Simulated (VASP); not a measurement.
# CsLiCr2Te2S3 (P1) in VASP: a series of runs

One crystal, CsLiCr2Te2S3, is run at these levels: PBE; tasks: optical spectrum, dielectric tensor.

Program: VASP 6.6.1. These are calculated values, not measurements. Logs are shortened: lines on timing, memory, paths and dates and some standing lists are left out, and cuts for length are marked.

## Step 1: Starting point

The typed cell holds 9 atoms: a = 6.108 Å, b = 6.358 Å, c = 7.995 Å, α = 101.14°, β = 99.87°, γ = 111.27°.

The cell was built by a generator and needn't be a form met in nature.

## Step 2: Optical spectrum, PBE, collinear spin, ferromagnetic start

File INCAR:

```
PREC     = Accurate       # precision mode
ENCUT    = 520            # plane-wave cutoff, eV
EDIFF    = 1E-7           # SCF threshold, eV
ISMEAR   = -1             # smearing method
SIGMA    = 0.05           # smearing width, eV
LREAL    = False          # projectors in reciprocal space
LASPH    = True           # aspherical terms in the spheres
NELM     = 120            # most SCF steps
ALGO     = Fast           # electronic algorithm
ISIF     = 2              # what is computed and relaxed
LWAVE    = False          # write WAVECAR
LCHARG   = False          # write CHGCAR
ISPIN    = 2              # spin polarisation
MAGMOM   = 0 0 3 3 0 0 0 0 0 # initial moments
LORBIT   = 11             # projections on sites
LMAXMIX  = 4              # l up to which the mixer works
GGA      = PE             # functional
LOPTICS  = True           # frequency-dependent dielectric function
NBANDS   = 57             # bands
NEDOS    = 2000           # points of the DOS
CSHIFT   = 0.1          
KPAR     = 4
```

File KPOINTS:

```
Automatic mesh
0
Gamma
  5 5 4
```

File POSCAR:

```
CsLiCr2Te2S3
1.0
    6.1079200000     -0.0188600000      0.0058100000
   -2.2882200000      5.9315100000      0.0033300000
   -1.3846200000     -2.1939500000      7.5626000000
Cs Li Cr Te S
1 1 2 2 3
Direct
    0.0634800000      0.1017800000      0.9939400000
    0.5702600000      0.5814300000      0.5740300000
    0.0780100000      0.5013800000      0.5799000000
    0.4316200000      0.0297200000      0.5372200000
    0.5445800000      0.7673200000      0.2819800000
    0.0114300000      0.6593200000      0.2990200000
    0.7780000000      0.3713300000      0.7077300000
    0.3940200000      0.8250800000      0.7487500000
    0.1960500000      0.2300900000      0.4864600000
```

Potentials or basis: VASP PAW PBE potentials, release 64 (Cs_sv, Li_sv, Cr_pv, Te, S).

Started as:

```console
> cat potpaw_PBE.64/Cs_sv/POTCAR potpaw_PBE.64/Li_sv/POTCAR potpaw_PBE.64/Cr_pv/POTCAR potpaw_PBE.64/Te/POTCAR potpaw_PBE.64/S/POTCAR > POTCAR
> mpirun -np 4 vasp_std > vasp.out
```

OUTCAR:

```text
PREC = Accurate
   ENCUT = 520
   EDIFF = 1E-7
   ISMEAR = -1
   LREAL = False
   LASPH = True
   NELM = 120
   ISIF = 2
   ISPIN = 2
   LORBIT = 11
   GGA = PE

 ion  position               nearest neighbor table
   1  0.063  0.102  0.994-
   2  0.570  0.581  0.574-   9 2.42   7 2.42   8 2.53   5 2.82   3 2.87
   3  0.078  0.501  0.580-   9 2.15   8 2.22   7 2.23   6 2.66   2 2.87
   4  0.432  0.030  0.537-   9 2.28   8 2.32   7 2.36   5 2.73   6 2.82
   5  0.545  0.767  0.282-   4 2.73   2 2.82   6 3.11   6 3.15
   6  0.011  0.659  0.299-   3 2.66   4 2.82   5 3.11   5 3.15
   7  0.778  0.371  0.708-   3 2.23   4 2.36   2 2.42
   8  0.394  0.825  0.749-   3 2.22   4 2.32   2 2.53
   9  0.196  0.230  0.486-   3 2.15   4 2.28   2 2.42

  LATTYP: Found a triclinic cell.
 ALAT       =     7.0391492137
 B/A-ratio  =     2.2477581351
 C/A-ratio  =     1.2473194634
 COS(alpha) =     0.0034065765
 COS(beta)  =     0.5073740706
 COS(gamma) =     0.8166993666

  Lattice vectors:

 A1 = (  -3.8197000000,  -5.9126500000,  -0.0091400000)
 A2 = ( -11.3122400000,  -8.0877400000,   7.5476500000)
 A3 = (  -2.4350800000,  -3.7187000000,  -7.5717400000)

Analysis of symmetry for initial positions (statically):
=====================================================================
 Subroutine PRICEL returns:
 Original cell was already a primitive cell.

 Routine SETGRP: Setting up the symmetry group for a
 triclinic supercell.

 Subroutine GETGRP returns: Found  1 space group operations
 (whereof  1 operations were pure point group operations)
 out of a pool of  2 trial point group operations.

The static configuration has the point symmetry C_1 .

Analysis of symmetry for dynamics (positions and initial velocities):
=====================================================================
 Subroutine PRICEL returns:
 Original cell was already a primitive cell.

 Routine SETGRP: Setting up the symmetry group for a
 triclinic supercell.

 Subroutine GETGRP returns: Found  1 space group operations
 (whereof  1 operations were pure point group operations)
 out of a pool of  2 trial point group operations.

The dynamic configuration has the point symmetry C_1 .

Analysis of structural, dynamic, and magnetic symmetry:
=====================================================================
 Subroutine PRICEL returns:
 Original cell was already a primitive cell.

 Routine SETGRP: Setting up the symmetry group for a
 triclinic supercell.

 Subroutine GETGRP returns: Found  1 space group operations
 (whereof  1 operations were pure point group operations)
 out of a pool of  2 trial point group operations.

The overall configuration has the point symmetry C_1 .

 Subroutine INISYM returns: Found  1 space group operations
 (whereof  1 operations are pure point group operations),
 and found     1 'primitive' translations

----------------------------------------------------------------------------------------

[... 1315 lines left out ...]
     45       7.6095      0.00000

 [... further k-points ...]

 spin component 2

 k-point     1 :       0.0000    0.0000    0.0000
  band No.  band energies     occupation
      1     -42.8653      1.00000
      2     -39.0853      1.00000
      3     -38.9515      1.00000
      4     -38.7023      1.00000
      5     -38.5773      1.00000
      6     -38.5164      1.00000
[... 1141 lines left out ...]
     44       7.4051      0.00000
     45       7.7885      0.00000

 [... further k-points ...]

 [bands above 45 left out]

------------------------ aborting loop because EDIFF is reached ----------------------------------------

  FORCE on cell =-STRESS in cart. coord.  units (eV):
  Direction    XX          YY          ZZ          XY          YZ          ZX
  --------------------------------------------------------------------------------------
  -------------------------------------------------------------------------------------
  Total        0.4286694     -0.2659579     -0.3844849      0.0245472      0.0078922      0.0384910
  in kB        2.5085804     -1.5563902     -2.2500118      0.1436503      0.0461852      0.2252500
  external PRESSURE =      -0.4326072 kB  Pullay stress =       0.0000000 kB

 VOLUME and BASIS-vectors are now :
 -----------------------------------------------------------------------------
  energy-cutoff  :      520.00
  volume of cell :      273.78
      direct lattice vectors                 reciprocal lattice vectors
     6.107920000 -0.018860000  0.005810000     0.163870997  0.063189970  0.048334527
    -2.288220000  5.931510000  0.003330000     0.000474406  0.168746616  0.049041138
    -1.384620000 -2.193950000  7.562600000    -0.000126103 -0.000122849  0.132170929

 POSITION                                       TOTAL-FORCE (eV/Angst)
 -----------------------------------------------------------------------------------
     -1.22139     -1.57814      7.51748         0.002182      0.001100     -0.003836
      1.35785      2.17861      4.34641         0.001827      0.008826     -0.005098
     -1.47373      1.70020      4.38767        -0.022199      0.040219     -0.039319
      1.82445     -1.01049      4.06539         0.019272     -0.054131     -0.085347
      1.18002      3.92245      2.13822         0.019506      0.080921      0.063018
     -1.85288      3.25451      2.26363        -0.029720     -0.066189      0.101142
      2.92234      0.63515      5.35804         0.010285      0.012373     -0.010431
     -0.51806      3.24382      5.66753        -0.005381     -0.004081     -0.020084
     -0.00260      0.29381      3.68081         0.004229     -0.019037     -0.000046
 -----------------------------------------------------------------------------------
    total drift:                                0.000337      0.000497     -0.000190

  FREE ENERGIE OF THE ION-ELECTRON SYSTEM (eV)
  ---------------------------------------------------
  free  energy   TOTEN  =       -46.1275182947 eV

  energy  without entropy=      -46.0953947795  energy(sigma->0) =      -46.11145654

 electrical conductivity sigma (Mega S m-1) (frequency dependency in vasprun.xml)
  --------------------------------------------------------------------------------------
         NaN         NaN         NaN
         NaN         NaN         NaN
         NaN         NaN         NaN

  frequency dependent IMAGINARY DIELECTRIC FUNCTION (independent particle, no local field effects) density-density
     E(ev)      X         Y         Z        XY        YZ        ZX
  --------------------------------------------------------------------------------------------------------------
     0.00000     0.00000     0.00000     0.00000     0.00000     0.00000     0.00000
     0.65276    32.64410    11.71551     1.87828    -3.78570     1.07222    -0.27221
     1.30553    15.25376     7.15349     2.03293    -2.05769     0.39055    -1.29621
     1.95829    10.33206     6.09182     2.24603    -0.77022     0.03551    -0.90894
     2.61105     6.41795     5.67470     3.25018    -0.10344     1.06365    -0.65714
     3.26381     4.93943     4.54292     3.50637     0.42632     0.40507    -0.22200
[... 92 lines left out ...]
    63.97076     0.00019     0.00019     0.00019    -0.00001     0.00001     0.00001
    64.62353     0.00018     0.00018     0.00018    -0.00001     0.00001     0.00001

  frequency dependent      REAL DIELECTRIC FUNCTION (independent particle, no local field effects) density-density
     E(ev)        X           Y           Z          XY          YZ          ZX
  --------------------------------------------------------------------------------------------------------------
     0.00000    50.91990    26.20180     8.41174   -19.38637     7.60262    -0.86874
     0.65276    14.89163    10.59501     6.42555    -1.55237     0.16728    -1.58604
     1.30553     0.90869     3.87686     5.91894     1.82224    -0.11493    -0.07962
     1.95829    -0.76294     4.18913     5.50426     1.31421     0.55336     0.12660
     2.61105    -0.13310     3.00515     5.27156     1.28338     0.10574     0.43581
     3.26381     0.23236     2.57507     4.74359     0.90571    -0.39521     0.68887
[... 92 lines left out ...]
    63.97076     0.95113     0.95020     0.95121     0.00019    -0.00027     0.00016
    64.62353     0.95233     0.95142     0.95242     0.00019    -0.00027     0.00016

  frequency dependent IMAGINARY DIELECTRIC FUNCTION (independent particle, no local field effects) current-current
     E(ev)      X         Y         Z        XY        YZ        ZX
  --------------------------------------------------------------------------------------------------------------
     0.00000   341.30567   173.42996    48.10425   -76.80728    24.95385    -7.88326
     0.65276    35.95452    14.47912     3.52927    -4.41477     1.12106    -0.88133
     1.30553    15.06387     7.47588     2.80071    -1.73156     0.36248    -1.28266
     1.95829    10.05963     6.40702     2.70614    -0.62467     0.10673    -0.89245
     2.61105     6.31397     5.82057     3.58276     0.00205     1.07352    -0.62550
     3.26381     4.88852     4.64036     3.74273     0.48346     0.37825    -0.17655
[... 92 lines left out ...]
    63.97076     0.00004     0.00004     0.00004    -0.00001     0.00001     0.00001
    64.62353     0.00003     0.00003     0.00003    -0.00001     0.00001     0.00001

  frequency dependent      REAL DIELECTRIC FUNCTION (independent particle, no local field effects) current-current
     E(ev)        X           Y           Z          XY          YZ          ZX
  --------------------------------------------------------------------------------------------------------------
     0.00000    29.17728    15.61833     6.76398     0.40967    -0.53820    -0.54003
     0.65276     3.67662     6.93174     5.83024    -0.83851     0.02104    -1.48152
     1.30553    -1.32889     2.87157     5.60353     1.99922    -0.11863     0.14772
     1.95829    -1.80414     3.56639     5.27745     1.33797     0.58617     0.22578
     2.61105    -0.59041     2.56886     5.01057     1.25575     0.02359     0.49151
     3.26381    -0.04693     2.30155     4.52351     0.85340    -0.41199     0.70507
[... 92 lines left out ...]
    63.97076     0.95118     0.95023     0.95122     0.00014    -0.00025     0.00016
    64.62353     0.95239     0.95145     0.95242     0.00014    -0.00025     0.00016

 total charge

# of ion       s       p       d       tot
------------------------------------------
    1        1.832   4.705   0.023   6.560
    2        2.018   0.055   0.000   2.073
    3        0.340   6.289   4.177  10.806
    4        0.285   6.242   4.110  10.637
    5        1.391   1.948   0.024   3.363
    6        1.396   1.930   0.035   3.361
    7        1.335   2.404   0.000   3.738
    8        1.340   2.393   0.000   3.732
    9        1.344   2.403   0.000   3.746
--------------------------------------------------
tot         11.279  28.368   8.369  48.017

 magnetization (x)

# of ion       s       p       d       tot
------------------------------------------
    1        0.000  -0.000   0.001   0.001
    2        0.000   0.001   0.000   0.001
    3        0.036   0.027   2.463   2.525
    4        0.037   0.032   2.829   2.898
    5       -0.002  -0.061   0.002  -0.060
    6       -0.004  -0.109   0.004  -0.109
    7       -0.002  -0.059   0.000  -0.062
    8       -0.003  -0.081   0.000  -0.084
    9       -0.001  -0.112   0.000  -0.113
--------------------------------------------------
tot          0.062  -0.364   5.300   4.997
```

Wall time 9.9 min (4 MPI ranks of AMD EPYC 9R45 (Zen 5), shared host); peak memory 2.6 GiB.

Results:

| Item | Value |
| --- | --- |
| Free energy | -46.1275 eV |
| Largest force | 0.124 eV/Å |
| Band gap on the k mesh | none (metal or under the smearing width) |
| Net moment | 5.42 μB per cell |
| Site moments | Cs +0.00; Li +0.00; Cr +2.52, +2.90; Te -0.06, -0.11; S -0.06, -0.08, -0.11 μB |
| Valence electrons inside the program's atomic spheres | Cs 6.56; Li 2.07; Cr 10.81, 10.64; Te 3.36; S 3.74, 3.73, 3.75 |

Forces in eV/Å, atoms in the order of the input:
```
Cs   0.002  0.001 -0.004
Li   0.002  0.009 -0.005
Cr  -0.022  0.040 -0.039
Cr   0.019 -0.054 -0.085
Te   0.020  0.081  0.063
Te  -0.030 -0.066  0.101
S    0.010  0.012 -0.010
S   -0.005 -0.004 -0.020
S    0.004 -0.019  0.000
```

Levels at points of the mesh, in eV from the Fermi level:
Spin up:
```csv
k point,band 34,band 35,band 36,band 37,band 38,band 39
"(0.00, 0.00, 0.00)",-0.80,-0.62,-0.26,0.53,0.74,1.07
"(0.00, 0.00, 0.50)",-0.86,-0.61,-0.25,0.49,0.59,1.01
```
Spin down:
| k point | band 27 | band 28 | band 29 | band 30 | band 31 | band 32 | band 33 | band 34 |
| --- | --- | --- | --- | --- | --- | --- | --- | --- |
| (0.00, 0.00, 0.00) | -2.35 | -1.66 | -1.53 | -1.29 | 0.49 | 0.88 | 0.98 | 1.32 |
| (0.00, 0.00, 0.50) | -2.42 | -1.69 | -1.47 | -1.31 | 0.54 | 0.85 | 0.96 | 1.39 |

Dielectric function (mean over the directions given):
```csv
energy (eV),real part,imaginary part
0.29,23.00,12.88
0.88,6.05,12.59
1.57,3.48,6.63
2.25,2.94,5.20
2.94,2.30,4.45
3.62,2.21,4.10
4.31,1.92,3.98
4.99,1.80,3.65
5.68,1.45,3.68
6.36,1.04,3.62
7.05,0.64,3.54
7.74,0.02,3.30
8.42,-0.35,2.85
9.11,-0.68,2.29
9.79,-0.70,1.75
10.38,-0.66,1.38
11.06,-0.56,0.96
11.75,-0.22,0.51
12.44,0.38,0.56
13.12,0.50,0.98
13.81,0.05,1.34
14.49,-0.35,0.80
15.18,-0.22,0.45
15.86,-0.09,0.32
16.55,-0.02,0.17
17.23,0.15,0.04
17.92,0.29,0.02
18.60,0.38,0.02
19.29,0.45,0.01
19.97,0.50,0.01
```

Caveat: the cutoff is under 1.25 times the usual one of these potentials, so pressure, stress and relaxed cells hold a basis-set (Pulay) error; spectra need much finer meshes, so this one isn't converged; independent-particle spectra lack excitons; the intraband (Drude) part of a metal's response may be missing; only a ferromagnetic start was run, and an antiferromagnetic order may lie lower in energy.

[end of part 1 of 2]
